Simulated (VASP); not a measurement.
Data:

```
CELL_PARAMETERS angstrom
      4.59983     0.00000     0.00000
     -2.29992     3.98357     0.00000
      0.00000     0.00000     7.05207
ATOMIC_POSITIONS crystal
  Pb 0.00000 0.00000 0.00000
  I  0.33333 0.66667 0.26893
  I  0.66667 0.33333 0.73107
```

Level of theory: optB88-vdW, VASP's PBE PAW potentials (set 64) (plane waves; VASP 6.6.1). Numerical set-up: 480 eV cut-off, 5×5×3 Γ-centred mesh, Gaussian smearing of 0.050 eV, potentials Pb_d I.

Task: What does the run give for the energy per atom (σ→0)?

Result: 
| Quantity | Result |
|---|---|
| energy per atom (σ→0) | -0.503 eV/atom |

The compound is PbI2 in the 1T layered structure. It was relaxed first. The start is the result of an earlier pass.
